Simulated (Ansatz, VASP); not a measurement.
**Cross-check of ScPt between VASP and Ansatz**

Wanted: the spread between two codes on one cell, functional and k mesh. The cell is taken from a series of runs on this material, whose earlier steps may have relaxed, scaled, displaced or heated it; both programs get it as it stands.

Main program and level: Ansatz 0.2.0; plane waves, with VASP 6.6.1 beside it; zone-centre phonons at PBEsol.

## Step 1: The starting structure

Symmetry: Pm-3m, No. 221, cubic system. Conventional cell: a = 3.259 Å, b = 3.259 Å, c = 3.259 Å, α = 90.00°, β = 90.00°, γ = 90.00°. Sc has 8 Pt at 2.82 Å nearest. Nearest to Pt lie 8 Sc at 2.82 Å. Farther neighbours are not listed.

## Step 2: VASP: zone-centre phonons, PBEsol

Second derivatives magnify differences that forces hide, and they need a tight electronic threshold.

Lines of VASP's logs that name or quote its potential files are left out, and so is its time.

The input, INCAR:

```
SYSTEM = ScPt
PREC = Accurate
ENCUT = 500
EDIFF = 1E-08
NELM = 120
ISMEAR = 1
SIGMA = 0.2
LREAL = .FALSE.
ALGO = Normal
GGA = PS
NBANDS = 16
LASPH = .TRUE.
LORBIT = 11
LWAVE = .FALSE.
LCHARG = .FALSE.
ISIF = 2
IBRION = 8
GGA_COMPAT = .FALSE.
KPAR = 2
```

The input, POSCAR:

```
ScPt
1.0
    3.2589427399      0.0000000000      0.0000000000
    0.0000000000      3.2589427399      0.0000000000
    0.0000000000      0.0000000000      3.2589427399
Sc Pt
1 1
Direct
    0.5000000000      0.5000000000      0.5000000000
    0.0000000000      0.0000000000      0.0000000000
```

The input, KPOINTS:

```
Automatic mesh
0
Gamma
16 16 16
0 0 0
```

Potentials, in the order of the species: Sc_sv and Pt (PBE family, release 64).

Launch:

```console
> mpirun -np 2 vasp_std
```

Numbers of over 12 decimals in the logs are rounded to 6 here.

Log:

```text
[banner, memory and clock lines left out]
running    2 mpi-ranks, on    1 nodes
 distrk:  each k-point on    1 cores,    2 groups
 distr:  one band on    1 cores,    1 groups

 POSCAR found type information on POSCAR ScPt
 POSCAR found :  2 types and       2 ions
|                                                                             |
|               ----> ADVICE to this user running VASP <----                  |
|                                                                             |
|     You enforced a specific xc type in the INCAR file but a different       |
|     [... a line on the potential file left out ...]
|     I HOPE YOU KNOW WHAT YOU ARE DOING!                                     |
|                                                                             |

 LDA part: xc-table for (Slater+PW92), standard interpolation
 POSCAR, INCAR and KPOINTS ok, starting setup
 FFT: planning ... GRIDC
 FFT: planning ... GRID_SOFT
 FFT: planning ... GRID
 WAVECAR not read
 entering main loop
       N       E                     dE             d eps       ncg     rms          rms(c)
DAV:   1     0.185847121792E+03    0.18585E+03   -0.10523E+04  5488   0.132E+03
DAV:   2    -0.788212645997E+01   -0.19373E+03   -0.18923E+03  5576   0.385E+02
DAV:   3    -0.172554303306E+02   -0.93733E+01   -0.90259E+01  7304   0.851E+01
DAV:   4    -0.173902444416E+02   -0.13481E+00   -0.13473E+00  6200   0.109E+01
DAV:   5    -0.173943297596E+02   -0.40853E-02   -0.40852E-02  7528   0.179E+00    0.103E+01
DAV:   6    -0.161987205771E+02    0.11956E+01   -0.21648E+00  7704   0.203E+01    0.412E+00
DAV:   7    -0.159913447459E+02    0.20738E+00   -0.83089E-01  7768   0.877E+00    0.954E-01
DAV:   8    -0.159795029519E+02    0.11842E-01   -0.49170E-02  7896   0.190E+00    0.568E-01
DAV:   9    -0.159754571633E+02    0.40458E-02   -0.21538E-02  6600   0.227E+00    0.254E-01
DAV:  10    -0.159745623481E+02    0.89482E-03   -0.60420E-03  7096   0.108E+00    0.541E-02
DAV:  11    -0.159745150974E+02    0.47251E-04   -0.21097E-04  7384   0.191E-01    0.881E-03
DAV:  12    -0.159745129416E+02    0.21558E-05   -0.15312E-05  8208   0.416E-02    0.333E-03
DAV:  13    -0.159745129992E+02   -0.57509E-07   -0.76266E-07  7944   0.112E-02    0.151E-03
DAV:  14    -0.159745129140E+02    0.85166E-07   -0.47779E-08  6160   0.244E-03    0.122E-04
DAV:  15    -0.159745129164E+02   -0.23811E-08   -0.34176E-09  2856   0.869E-04
   1 F= -.15974513E+02 E0= -.15974912E+02  d E =0.119744E-02
 Linear response reoptimize wavefunctions to high precision
DAV:   1    -0.159745129182E+02   -0.18504E-08   -0.19253E-09  3520   0.553E-04
DAV:   2    -0.159745129182E+02   -0.13642E-10   -0.10273E-10  2832   0.109E-04
 Linear response DOF=           2
 Linear response progress:
  Degree of freedom:   1/  2
       N       E                     dE             d eps       ncg     rms          rms(c)
RMM:   1    -0.769562452833E+00   -0.76956E+00   -0.66943E+01 13716   0.169E+02
RMM:   2    -0.761755690959E+00    0.78068E-02   -0.14745E-01 17713   0.467E+00    0.158E-01
RMM:   3    -0.762476299566E+00   -0.72061E-03   -0.23755E-02 20797   0.127E+00    0.562E-02
RMM:   4    -0.761007556775E+00    0.14687E-02   -0.16288E-03 23732   0.346E-01    0.282E-02
RMM:   5    -0.760700418326E+00    0.30714E-03   -0.43209E-04 25755   0.129E-01    0.125E-02
RMM:   6    -0.760827774293E+00   -0.12736E-03   -0.24411E-05 22458   0.510E-02    0.487E-03
RMM:   7    -0.760877767827E+00   -0.49994E-04   -0.56375E-06 25389   0.171E-02    0.192E-03
RMM:   8    -0.760874364029E+00    0.34038E-05   -0.78916E-07 24801   0.583E-03    0.145E-03
RMM:   9    -0.760898317036E+00   -0.23953E-04   -0.30452E-07 24244   0.354E-03    0.544E-04
RMM:  10    -0.760911930264E+00   -0.13613E-04   -0.11084E-07 24930   0.123E-03    0.772E-05
RMM:  11    -0.760912350713E+00   -0.42045E-06   -0.39172E-08 24684   0.593E-04    0.344E-05
RMM:  12    -0.760913174391E+00   -0.82368E-06   -0.10034E-08 24960   0.268E-04    0.131E-05
RMM:  13    -0.760913405272E+00   -0.23088E-06   -0.14020E-08 26089   0.131E-04    0.431E-06
RMM:  14    -0.760913493357E+00   -0.88085E-07   -0.96447E-10 23734   0.754E-05    0.327E-06
RMM:  15    -0.760913413125E+00    0.80231E-07    0.53010E-09 23346   0.453E-05    0.167E-06
RMM:  16    -0.760913407220E+00    0.59054E-08   -0.33666E-09 20566   0.284E-05    0.191E-06
 first order change of Fermi-energy  -0.17972E-03
 force on displaced ion       1 direction 1 :  -3.873   0.000   0.000
 Linear response progress:
  Degree of freedom:   2/  2
       N       E                     dE             d eps       ncg     rms          rms(c)
RMM:   1    -0.247595362931E+00   -0.24760E+00   -0.21696E-01 25799   0.331E+00
RMM:   2    -0.249893842770E+00   -0.22985E-02   -0.16135E-02 21051   0.776E-01    0.107E-01
RMM:   3    -0.250151026390E+00   -0.25718E-03   -0.86992E-04 20347   0.185E-01    0.673E-02
RMM:   4    -0.250639329165E+00   -0.48830E-03   -0.46803E-04 20440   0.144E-01    0.131E-02
RMM:   5    -0.250608026826E+00    0.31302E-04   -0.24132E-05 21923   0.401E-02    0.865E-03
RMM:   6    -0.250567089297E+00    0.40938E-04   -0.33358E-06 22379   0.136E-02    0.410E-03
RMM:   7    -0.250541932996E+00    0.25156E-04   -0.14354E-06 20402   0.788E-03    0.143E-03
RMM:   8    -0.250526583408E+00    0.15350E-04   -0.26267E-07 22711   0.385E-03    0.730E-04
RMM:   9    -0.250529751046E+00   -0.31676E-05   -0.10277E-07 20620   0.222E-03    0.281E-04
RMM:  10    -0.250527223271E+00    0.25278E-05   -0.11346E-08 21411   0.682E-04    0.525E-05
RMM:  11    -0.250526852905E+00    0.37037E-06   -0.13654E-10 22345   0.209E-04    0.130E-05
RMM:  12    -0.250526818082E+00    0.34823E-07   -0.32729E-10 23463   0.680E-05    0.107E-05
RMM:  13    -0.250526930382E+00   -0.11230E-06   -0.57636E-13 22862   0.326E-05    0.364E-06
RMM:  14    -0.250526894573E+00    0.35809E-07   -0.13572E-10 21229   0.163E-05    0.700E-07
RMM:  15    -0.250526899335E+00   -0.47626E-08   -0.73076E-11 19173   0.100E-05    0.252E-07
 first order change of Fermi-energy   0.42762E-03
 force on displaced ion       2 direction 1 :  -3.879   0.000  -0.000
 Linear response finished
```

Parts of OUTCAR (step 2):

```text
ion  position               nearest neighbor table
   1  0.500  0.500  0.500-   2 2.82   2 2.82   2 2.82   2 2.82   2 2.82   2 2.82   2 2.82   2 2.82

  LATTYP: Found a simple cubic cell.
 ALAT       =     3.2589427399

 Subroutine GETGRP returns: Found 48 space group operations
 (whereof 48 operations were pure point group operations)

The static configuration has the point symmetry O_h .

 Found    165 irreducible k-points:

   k-points           NKPTS =    165   k-points in BZ     NKDIM =    165   number of bands    NBANDS=     16

   dimension x,y,z NGX =    24 NGY =   24 NGZ =   24
   dimension x,y,z NGXF=    48 NGYF=   48 NGZF=   48

   ENCUT  =  500.0 eV  36.75 Ry    6.06 a.u.   5.94  5.94  5.94*2*pi/ulx,y,z

   NELECT =      21.0000    total number of electrons

 k-points in reciprocal lattice and weights: Automatic mesh
   0.00000000  0.00000000  0.00000000       0.000
   0.06250000  0.00000000  0.00000000       0.001
   0.12500000  0.00000000  0.00000000       0.001
   0.18750000  0.00000000  0.00000000       0.001
   0.25000000  0.00000000  0.00000000       0.001
   0.31250000  0.00000000  0.00000000       0.001
   0.37500000  0.00000000  0.00000000       0.001
   0.43750000  0.00000000  0.00000000       0.001
   0.50000000  0.00000000  0.00000000       0.001
[...]
0.50000000  0.50000000  0.43750000       0.001
   0.50000000  0.50000000  0.50000000       0.000

 average (electrostatic) potential at core
       1 -43.0383       2 -66.0705

  Total        0.0375843      0.0375843      0.0375843      0.0000000      0.0000000     -0.0000000
  in kB        1.7397491      1.7397491      1.7397491      0.0000000      0.0000000     -0.0000000
  external PRESSURE =       1.7397491 kB  Pullay stress =       0.0000000 kB

  energy-cutoff  :      500.00
  volume of cell :       34.61
      direct lattice vectors                 reciprocal lattice vectors
     3.258942740  0.000000000  0.000000000     0.306847981  0.000000000  0.000000000
     0.000000000  3.258942740  0.000000000     0.000000000  0.306847981  0.000000000
     0.000000000  0.000000000  3.258942740     0.000000000  0.000000000  0.306847981

 POSITION                                       TOTAL-FORCE (eV/Angst)
 -----------------------------------------------------------------------------------
      1.62947      1.62947      1.62947         0.000000      0.000000      0.000000
      0.00000      0.00000      0.00000         0.000000      0.000000      0.000000
 -----------------------------------------------------------------------------------
    total drift:                                0.000000      0.000000     -0.000000

 Eigenvectors and eigenvalues of the dynamical matrix
 ----------------------------------------------------

   1 f  =    5.090495 THz    31.984522 2PiTHz  169.800631 cm-1    21.052586 meV
             X         Y         Z           dx          dy          dz
      1.629471  1.629471  1.629471    -0.000000   -0.901376    0.000000
      0.000000  0.000000  0.000000     0.000000    0.433038    0.000000

   2 f  =    5.090495 THz    31.984522 2PiTHz  169.800631 cm-1    21.052586 meV
             X         Y         Z           dx          dy          dz
      1.629471  1.629471  1.629471    -0.000000   -0.000000   -0.901376
      0.000000  0.000000  0.000000     0.000000   -0.000000    0.433038

   3 f  =    5.090495 THz    31.984522 2PiTHz  169.800631 cm-1    21.052586 meV
             X         Y         Z           dx          dy          dz
      1.629471  1.629471  1.629471     0.901376   -0.000000    0.000000
      0.000000  0.000000  0.000000    -0.433038    0.000000    0.000000

   4 f/i=    0.001520 THz     0.009551 2PiTHz    0.050703 cm-1     0.006286 meV
             X         Y         Z           dx          dy          dz
      1.629471  1.629471  1.629471    -0.221682   -0.278440    0.246678
      0.000000  0.000000  0.000000    -0.461436   -0.579577    0.513465

   5 f/i=    0.001520 THz     0.009551 2PiTHz    0.050703 cm-1     0.006286 meV
             X         Y         Z           dx          dy          dz
      1.629471  1.629471  1.629471     0.225469    0.127827    0.346908
      0.000000  0.000000  0.000000     0.469318    0.266075    0.722096

   6 f/i=    0.001520 THz     0.009551 2PiTHz    0.050703 cm-1     0.006286 meV
             X         Y         Z           dx          dy          dz
      1.629471  1.629471  1.629471    -0.295875    0.306028    0.079537
      0.000000  0.000000  0.000000    -0.615870    0.637003    0.165558

 ELASTIC MODULI CONTR FROM IONIC RELAXATION (kBar)
 Direction    XX          YY          ZZ          XY          YZ          ZX
 --------------------------------------------------------------------------------
 XX           0.0000      0.0000      0.0000      0.0000      0.0000      0.0000
 YY           0.0000      0.0000      0.0000      0.0000      0.0000      0.0000
 ZZ           0.0000      0.0000      0.0000      0.0000      0.0000      0.0000
 XY           0.0000      0.0000      0.0000      0.0000      0.0000      0.0000
 YZ           0.0000      0.0000      0.0000      0.0000      0.0000      0.0000
 ZX           0.0000      0.0000      0.0000      0.0000      0.0000      0.0000
 --------------------------------------------------------------------------------
```

(Part 1 of 2 ends here.)

[Lines on the potential files, build, host, timing and source positions are cut from VASP's logs without a mark.]

[Logs are printed without paths, hosts, clocks, repeated set-up lines and the standing remarks that a program may print on its own settings, such as how far it seeks lower states.]

[Hosts, paths, dates, database ids (printed as entryN), source tags and the programs' standing remarks are cut or masked in the printed files.]
